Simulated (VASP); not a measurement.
Crystal: ZrC.

```xyz
2
Lattice="0.0000 2.3650 2.3650 2.3650 0.0000 2.3650 2.3650 2.3650 0.0000" Properties=species:S:1:pos:R:3 pbc="T T T"
Zr    2.3650    2.3650    2.3650
C     0.0000    0.0000    0.0000
```

| Item | Value |
| --- | --- |
| Program | VASP 6.6.1 |
| Task | relaxation of cell and atoms |
| Functional | PBEsol |
| Potentials or basis | VASP PAW PBE potentials, release 64 (Zr_sv, C) |
| Cutoff | 600 eV |
| k mesh | 14 × 14 × 14 |
| Occupations | methfessel-paxton, width 0.1 eV |
| Spin | no spin polarisation |

At the start: pressure -8.3 GPa; volume 13.23 Å³/atom.

Q: Where does the relaxation end?

A: Over 4 steps the energy falls by 13.0 meV/atom and the volume is 12.74 Å³/atom (-3.7 %); space group Fm-3m (No. 225, to 0.05 Å).

The path:
```csv
step,energy change (eV),largest force (eV/Å),pressure (GPa),volume (Å³)
1,0.0000,0.0000,-8.25,26.46
2,0.0507,0.0000,16.75,23.93
3,-0.0260,0.0000,-0.15,25.50
4,-0.0260,0.0000,0.01,25.48
```

Final structure:
```cif
data_structure
_symmetry_space_group_name_H-M 'P 1'
_symmetry_Int_Tables_number 1
_cell_length_a 3.3028
_cell_length_b 3.3028
_cell_length_c 3.3028
_cell_angle_alpha 60.000
_cell_angle_beta 60.000
_cell_angle_gamma 60.000
_cell_volume 25.48
loop_
_atom_site_label
_atom_site_type_symbol
_atom_site_fract_x
_atom_site_fract_y
_atom_site_fract_z
_atom_site_occupancy
Zr1 Zr 0.50000 0.50000 0.50000 1
C1 C 0.00000 0.00000 0.00000 1
```

Caveat: the PAW data sets were made with another functional, which shifts forces and pressure a little.
